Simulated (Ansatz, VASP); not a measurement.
# Cross-check of Ta12O29 (amorphous TaO2.42) between VASP and Ansatz, part 2 of 3

One calculation is typed for both programs; each brings its own data sets. How far apart do they land? Of the first pair: The structure shown is the start of the Ansatz relaxation below; VASP solves that cell, so the two are compared at the walk's first step.

VASP 6.6.1 and Ansatz 0.2.0.

So far: Starting point; Ansatz: relaxation, PBE.

## Step 3: VASP: single point, PBE, start cell, pair 1

Level of this step: PBE; plane waves and PAW (Ta_pv, O) (VASP).

The same cell, functional, mesh and smearing now go to VASP, with its own data sets.

Lines of VASP's logs that name or quote its potential files are left out, and so is its time.

INCAR

```
SYSTEM = Ta12O29
PREC = Accurate
ENCUT = 520
EDIFF = 1E-06
NELM = 120
ISMEAR = -1
SIGMA = 0.025
LREAL = Auto
ALGO = Normal
GGA = PE
NBANDS = 368
LASPH = .TRUE.
LORBIT = 11
LWAVE = .FALSE.
LCHARG = .FALSE.
ISIF = 2
GGA_COMPAT = .FALSE.
EFERMI = MIDGAP
NCORE = 2
```

POSCAR

```
Ta12O29
1.0
   10.5450400000      0.0000000000      0.0000000000
    0.0000000000     10.5450400000      0.0000000000
    0.0000000000      0.0000000000     10.5450400000
Ta O
24 58
Direct
    0.3126303931      0.0567565415      0.7498880990
    0.4067789217      0.5432222163      0.9517175848
    0.2560729974      0.0590135267      0.3106958343
    0.7707984038      0.9578247214      0.6699453013
    0.0815075144      0.3591925683      0.3677937684
    0.0295873700      0.4269685084      0.0608342880
    0.4469589494      0.8498972029      0.5291966650
    0.8003857738      0.8891289175      0.1810424617
    0.1951343949      0.7422731445      0.7431361095
    0.9122962075      0.7026810709      0.8824907255
    0.7638283022      0.1914739062      0.3688653623
    0.7106374182      0.7184135859      0.4454226821
    0.7080390402      0.2836025278      0.0021526708
    0.9133014194      0.5035258283      0.6490918953
    0.3050723373      0.3763760024      0.1820761230
    0.4330377125      0.0755141754      0.0618963987
    0.0746227610      0.9227371352      0.0444379538
    0.0302891217      0.1879272151      0.8120120929
    0.7621972036      0.2247122818      0.7198834713
    0.0291701122      0.8543258252      0.4665795483
    0.4617336682      0.8092904342      0.1810329785
    0.1583588113      0.6387742484      0.2513883304
    0.5704293203      0.4756738713      0.6535394840
    0.6305144409      0.4340618907      0.2493115247
    0.4661528074      0.6563085583      0.0728399323
    0.4317290404      0.9906932548      0.2380455645
    0.2765565612      0.6230038008      0.8530266362
    0.8217133363      0.5671766063      0.7985365632
    0.1133518697      0.8698876439      0.6188312230
    0.6162043956      0.4349058894      0.0598101098
    0.4463709953      0.3764329012      0.6050806825
    0.8171803995      0.8312438834      0.7813910616
    0.5982717941      0.1326500421      0.0362255620
    0.0912941060      0.9808687307      0.3572105938
    0.9336332532      0.0029587370      0.1159217983
    0.3731232883      0.3752664760      0.0086296496
    0.2761298203      0.8961085022      0.8100965003
    0.6408984698      0.3135787062      0.8312818159
    0.7476500800      0.0292080447      0.2914355944
    0.3238773869      0.9463975480      0.4369732121
    0.8559664070      0.7849377527      0.0305356831
    0.5362236653      0.7968011501      0.3675377239
    0.0337694309      0.4415820139      0.5182436482
    0.5207946105      0.5448058993      0.8160044912
    0.9125332858      0.0762064440      0.7026810709
    0.6368302064      0.8399399149      0.1379890451
    0.6625010431      0.0685440738      0.7591246690
    0.0411188578      0.6320127757      0.7133875263
    0.0873775728      0.7720312109      0.1526689325
    0.4221226283      0.9010397305      0.0221620781
    0.6512824987      0.3340527869      0.4015821656
    0.0906397700      0.6969437764      0.4135593606
    0.7179583956      0.2671303286      0.1961870225
    0.0108297361      0.5007567539      0.2452811938
    0.7436102661      0.1396296268      0.5434498115
    0.3724310197      0.1323370988      0.8979102972
    0.0093883001      0.5816857973      0.9780617238
    0.6868726909      0.5926957129      0.3093871621
    0.0727071685      0.8070903477      0.8854210131
    0.8328560157      0.6164699233      0.5310269093
    0.8624054532      0.3798942441      0.0478423979
    0.0862111476      0.3232704665      0.9193137247
    0.8569716189      0.8722868761      0.5199695781
    0.6336059418      0.8583656392      0.5730561477
    0.8460091190      0.7799211762      0.3120424389
    0.4561006881      0.4364326736      0.2666277226
    0.0888664244      0.0535796924      0.9146290578
    0.7392764750      0.3972009589      0.6265979076
    0.9360324854      0.3229006244      0.7104193061
    0.1744896179      0.1628253662      0.6982239992
    0.2316634171      0.4711314514      0.3387469369
    0.3535595882      0.1956844166      0.1892643366
    0.2085719921      0.0055571150      0.1346983985
    0.2014027448      0.2135316699      0.3918240234
    0.5794003626      0.6212589047      0.5440756981
    0.3366606480      0.7390109473      0.6166880353
    0.9311866053      0.2474717972      0.3626918437
    0.4402259261      0.0029302876      0.6367733076
    0.2241812264      0.5323166152      0.1006160242
    0.3152477373      0.7274984258      0.2614499329
    0.1285912619      0.3046455964      0.1756465599
    0.8433917747      0.1966232466      0.8959662552
```

KPOINTS

```
Automatic mesh
0
Gamma
1 1 1
0 0 0
```

The projector-augmented-wave data sets are Ta_pv and O (PBE family, release 64).

Started as:

```
$ mpirun -np 8 vasp_gam
```

Numbers of over 12 decimals in the logs are rounded to 6 here.

Output:

```text
[banner, memory and clock lines left out]
running    8 mpi-ranks, on    1 nodes
[...]
LDA part: xc-table for (Slater+PW92), standard interpolation
 POSCAR, INCAR and KPOINTS ok, starting setup
[...]
entering main loop
       N       E                     dE             d eps       ncg     rms          rms(c)
DAV:   1     0.776843893049E+04    0.77684E+04   -0.38587E+05   736   0.176E+03
DAV:   2    -0.107547727079E+03   -0.78760E+04   -0.75527E+04   864   0.523E+02
DAV:   3    -0.931124965567E+03   -0.82358E+03   -0.81609E+03   816   0.165E+02
DAV:   4    -0.956336283313E+03   -0.25211E+02   -0.24878E+02   864   0.295E+01
[...]
DAV:  20    -0.788702388654E+03   -0.11281E-04   -0.52279E-05   856   0.167E-02    0.107E-02
DAV:  21    -0.788702390303E+03   -0.16485E-05   -0.12592E-05   808   0.899E-03    0.666E-03
DAV:  22    -0.788702391000E+03   -0.69734E-06   -0.60203E-06   712   0.598E-03
   1 F= -.78870239E+03 E0= -.78864584E+03  d E =-.113111E+00
```

From OUTCAR (step 3):

```text
  Total       28.9837649     15.7535101     31.5867810     -3.5887670     -4.2585020      4.9927504
  in kB       39.6023252     21.5250032     43.1589885     -4.9035561     -5.8186568      6.8219062
  external PRESSURE =      34.7621056 kB  Pullay stress =       0.0000000 kB

 POSITION                                       TOTAL-FORCE (eV/Angst)
 -----------------------------------------------------------------------------------
      3.29670      0.59850      7.90760        -0.166361     -0.150410      0.182762
      4.28950      5.72830     10.03590        -0.525400      0.535186     -0.161221
      2.70030      0.62230      3.27630         0.498846      0.180045     -0.344226
      8.12810     10.10030      7.06460         0.221544     -1.180511     -0.553071
      0.85950      3.78770      3.87840         0.071707     -0.185507      0.305860
      0.31200      4.50240      0.64150        -0.071144      0.169988     -0.044634
      4.71320      8.96220      5.58040        -0.014449      0.070304     -0.425912
      8.44010      9.37590      1.90910         0.117186     -0.687912      0.186774
      2.05770      7.82730      7.83640        -0.452264     -0.017271     -0.034766
      9.62020      7.40980      9.30590         0.351682      0.016506     -0.388396
      8.05460      2.01910      3.88970         0.040698     -0.042099     -0.373222
      7.49370      7.57570      4.69700         0.261248      0.083716      0.409381
      7.46630      2.99060      0.02270         0.222726     -0.148285      0.130947
      9.63080      5.30970      6.84470         0.019061     -0.012798     -0.230084
[...]
-----------------------------------------------------------------------------------
    total drift:                               -0.007304     -0.011927      0.001364

  FREE ENERGIE OF THE ION-ELECTRON SYSTEM (eV)
  ---------------------------------------------------
  free  energy   TOTEN  =      -788.7023909999 eV

  energy  without entropy=     -788.5892804683  energy(sigma->0) =     -788.64583573

[... 3 further parts left out ...]
[key lines of the parts left out:]
E-fermi :   3.9923
```

The run ends at a pressure of 3.48 GPa, with forces up to 1.3 eV/Å.

## Step 4: Differences

Known differences besides the potentials themselves: the data sets hold 660 valence electrons in Ansatz (on its default PAW (the set named soft_2) files) and 612 in VASP; the cutoff is 420 eV in Ansatz and 520 eV in VASP (PREC = Accurate, projectors in real space). Total energies have different zeros and are not compared.

Forces on 10 of the 82 atoms, those with the largest forces and the largest differences (eV/Å; atoms numbered as in POSCAR):

| atom | Ansatz x, y, z | VASP x, y, z |
| --- | --- | --- |
| Ta2 | -0.490, 0.546, -0.157 | -0.525, 0.535, -0.161 |
| Ta4 | 0.225, -1.165, -0.398 | 0.222, -1.181, -0.553 |
| Ta8 | 0.088, -0.765, 0.269 | 0.117, -0.688, 0.187 |
| Ta19 | 0.532, 0.907, -0.182 | 0.543, 0.931, -0.261 |
| Ta23 | -0.050, 0.448, -0.017 | 0.201, 0.602, 0.098 |
| O31 | 0.369, 0.137, 0.182 | 0.072, -0.098, 0.064 |
| O47 | -0.091, 0.234, 0.076 | -0.228, 0.268, 0.177 |
| O58 | -0.117, -0.684, -0.421 | -0.088, -0.607, -0.411 |
| O65 | -0.077, 0.587, -0.571 | -0.022, 0.492, -0.461 |
| O75 | -0.324, -0.770, 0.525 | -0.353, -0.712, 0.484 |

The forces differ by 61 meV/Å r.m.s., which is 25.1 % of the r.m.s. force of 0.244 eV/Å (both taken over all components).

## Step 5: Ansatz: relaxation, PBE

This run makes the geometry at which the two programs are then compared. The cell compared in this pair holds 1207.99 Å³, against 1172.59 Å³ for the pair before.

The structure compared here is the end of the Ansatz relaxation.

input.yaml

```yaml
crystal:
  lattice:
    - [10.54504, 0.0, 0.0]
    - [0.0, 10.54504, 0.0]
    - [0.0, 0.0, 10.54504]
  atoms:
    - { symbol: Ta, position: [0.31263, 0.05676, 0.74989] }
    - { symbol: Ta, position: [0.40678, 0.54322, 0.95172] }
    - { symbol: Ta, position: [0.25607, 0.05901, 0.3107] }
    - { symbol: Ta, position: [0.7708, 0.95782, 0.66995] }
    - { symbol: Ta, position: [0.08151, 0.35919, 0.36779] }
    - { symbol: Ta, position: [0.02959, 0.42697, 0.06083] }
    - { symbol: Ta, position: [0.44696, 0.8499, 0.5292] }
    - { symbol: Ta, position: [0.80039, 0.88913, 0.18104] }
    - { symbol: Ta, position: [0.19513, 0.74227, 0.74314] }
    - { symbol: Ta, position: [0.9123, 0.70268, 0.88249] }
    - { symbol: Ta, position: [0.76383, 0.19147, 0.36887] }
    - { symbol: Ta, position: [0.71064, 0.71841, 0.44542] }
    - { symbol: Ta, position: [0.70804, 0.2836, 0.00215] }
    - { symbol: Ta, position: [0.9133, 0.50353, 0.64909] }
    - { symbol: Ta, position: [0.30507, 0.37638, 0.18208] }
    - { symbol: Ta, position: [0.43304, 0.07551, 0.0619] }
    - { symbol: Ta, position: [0.07462, 0.92274, 0.04444] }
    - { symbol: Ta, position: [0.03029, 0.18793, 0.81201] }
    - { symbol: Ta, position: [0.7622, 0.22471, 0.71988] }
    - { symbol: Ta, position: [0.02917, 0.85433, 0.46658] }
    - { symbol: Ta, position: [0.46173, 0.80929, 0.18103] }
    - { symbol: Ta, position: [0.15836, 0.63877, 0.25139] }
    - { symbol: Ta, position: [0.57043, 0.47567, 0.65354] }
    - { symbol: Ta, position: [0.63051, 0.43406, 0.24931] }
    - { symbol: O, position: [0.46615, 0.65631, 0.07284] }
    - { symbol: O, position: [0.43173, 0.99069, 0.23805] }
    - { symbol: O, position: [0.27656, 0.623, 0.85303] }
    - { symbol: O, position: [0.82171, 0.56718, 0.79854] }
    - { symbol: O, position: [0.11335, 0.86989, 0.61883] }
    - { symbol: O, position: [0.6162, 0.43491, 0.05981] }
    - { symbol: O, position: [0.44637, 0.37643, 0.60508] }
    - { symbol: O, position: [0.81718, 0.83124, 0.78139] }
    - { symbol: O, position: [0.59827, 0.13265, 0.03623] }
    - { symbol: O, position: [0.09129, 0.98087, 0.35721] }
    - { symbol: O, position: [0.93363, 0.00296, 0.11592] }
    - { symbol: O, position: [0.37312, 0.37527, 0.00863] }
    - { symbol: O, position: [0.27613, 0.89611, 0.8101] }
    - { symbol: O, position: [0.6409, 0.31358, 0.83128] }
    - { symbol: O, position: [0.74765, 0.02921, 0.29144] }
    - { symbol: O, position: [0.32388, 0.9464, 0.43697] }
    - { symbol: O, position: [0.85597, 0.78494, 0.03054] }
    - { symbol: O, position: [0.53622, 0.7968, 0.36754] }
    - { symbol: O, position: [0.03377, 0.44158, 0.51824] }
    - { symbol: O, position: [0.52079, 0.54481, 0.816] }
    - { symbol: O, position: [0.91253, 0.07621, 0.70268] }
    - { symbol: O, position: [0.63683, 0.83994, 0.13799] }
    - { symbol: O, position: [0.6625, 0.06854, 0.75912] }
    - { symbol: O, position: [0.04112, 0.63201, 0.71339] }
    - { symbol: O, position: [0.08738, 0.77203, 0.15267] }
    - { symbol: O, position: [0.42212, 0.90104, 0.02216] }
    - { symbol: O, position: [0.65128, 0.33405, 0.40158] }
    - { symbol: O, position: [0.09064, 0.69694, 0.41356] }
    - { symbol: O, position: [0.71796, 0.26713, 0.19619] }
    - { symbol: O, position: [0.01083, 0.50076, 0.24528] }
    - { symbol: O, position: [0.74361, 0.13963, 0.54345] }
    - { symbol: O, position: [0.37243, 0.13234, 0.89791] }
    - { symbol: O, position: [0.00939, 0.58169, 0.97806] }
    - { symbol: O, position: [0.68687, 0.5927, 0.30939] }
    - { symbol: O, position: [0.07271, 0.80709, 0.88542] }
    - { symbol: O, position: [0.83286, 0.61647, 0.53103] }
    - { symbol: O, position: [0.86241, 0.37989, 0.04784] }
    - { symbol: O, position: [0.08621, 0.32327, 0.91931] }
    - { symbol: O, position: [0.85697, 0.87229, 0.51997] }
    - { symbol: O, position: [0.63361, 0.85837, 0.57306] }
    - { symbol: O, position: [0.84601, 0.77992, 0.31204] }
    - { symbol: O, position: [0.4561, 0.43643, 0.26663] }
    - { symbol: O, position: [0.08887, 0.05358, 0.91463] }
    - { symbol: O, position: [0.73928, 0.3972, 0.6266] }
    - { symbol: O, position: [0.93603, 0.3229, 0.71042] }
    - { symbol: O, position: [0.17449, 0.16283, 0.69822] }
    - { symbol: O, position: [0.23166, 0.47113, 0.33875] }
    - { symbol: O, position: [0.35356, 0.19568, 0.18926] }
    - { symbol: O, position: [0.20857, 0.00556, 0.1347] }
    - { symbol: O, position: [0.2014, 0.21353, 0.39182] }
    - { symbol: O, position: [0.5794, 0.62126, 0.54408] }
    - { symbol: O, position: [0.33666, 0.73901, 0.61669] }
    - { symbol: O, position: [0.93119, 0.24747, 0.36269] }
    - { symbol: O, position: [0.44023, 0.00293, 0.63677] }
    - { symbol: O, position: [0.22418, 0.53232, 0.10062] }
    - { symbol: O, position: [0.31525, 0.7275, 0.26145] }
    - { symbol: O, position: [0.12859, 0.30465, 0.17565] }
    - { symbol: O, position: [0.84339, 0.19662, 0.89597] }
kpoints:
  mp_grid: { grid: [1, 1, 1] }
hamiltonian:
  xc: pbe
scf:
  occupations: { method: fermi_dirac, width: 0.025 }
output:
  forces: true
relax:
  f_tol: 0.04
  max_steps: 250
  cell: {}
```

Started as:

```
$ ansatz run input.yaml --threads 4 --pin off --max-ram 8192MiB --backend cpu --events-out ev --progress --plain --runs-dir out
```

Output:

```text
[...]
Crystal: 82 atoms, lattice volume = 1172.586 Å³
Basis set: ecut = 420 eV, 22983 PW (Γ), exchange–correlation on 144×144×144 points (8 copies of the dense FFT grid, shifted against one another)
Bands: 412, of which v1, the nominal top of the filled ones, is band 330 counted from 1 (329 counted from 0)
Symmetry: 1 space group operations
[...]
k-points: 1
[...]
- { symbol: O, position: [0.261997, 0.618856, 0.841201] }
    - { symbol: O, position: [0.801953, 0.563175, 0.778839] }
    - { symbol: O, position: [0.069422, 0.829932, 0.615780] }
    - { symbol: O, position: [0.691507, 0.455294, 0.062524] }
    - { symbol: O, position: [0.463219, 0.371150, 0.656992] }
    - { symbol: O, position: [0.800389, 0.829630, 0.804358] }
[...]
- { symbol: O, position: [0.229731, 0.525733, 0.086511] }
    - { symbol: O, position: [0.321104, 0.734655, 0.278465] }
    - { symbol: O, position: [0.155849, 0.307009, 0.162320] }
    - { symbol: O, position: [0.837850, 0.203868, 0.878911] }
[key lines of the parts left out:]
P = ⅓ Tr σ = 0.0012 GPa (0.012 kbar)
```

[end of part 2 of 3]

[Lines on the potential files, build, host, timing and source positions are cut from VASP's logs without a mark.]

[Logs are printed without paths, hosts, clocks, repeated set-up lines and the standing remarks that a program may print on its own settings, such as how far it seeks lower states.]

[Hosts, paths, dates, database ids (printed as entryN), source tags and the programs' standing remarks are cut or masked in the printed files.]
